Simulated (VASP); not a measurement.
Method: PBEsol GGA, VASP's PBE PAW potentials (set 64) (plane waves; VASP 6.6.1). For the first row: Numerical set-up: 520 eV cut-off, 9×9×9 Γ-centred mesh, first-order Methfessel-Paxton smearing of 0.10 eV, potentials Mg Sn_d.

| system | energy (eV/atom) |
|---|---|
| Mg₂Sn (antifluorite) | -2.7771 |
| Mg atom | -0.0020 |
| Sn atom | -0.6926 |

Atoms are spin-polarised in a large box without symmetry, with the spin fixed by Hund's rule, and may not be in the lowest state of each functional; no zero-point energy is added.

Task: What is the cohesive energy per atom of Mg₂Sn?

Result: The references average (2×(-0.0020) + 1×(-0.6926))/3 = -0.2322 eV, so the cohesive energy is -0.2322 − (-2.7771) = 2.545 eV/atom.
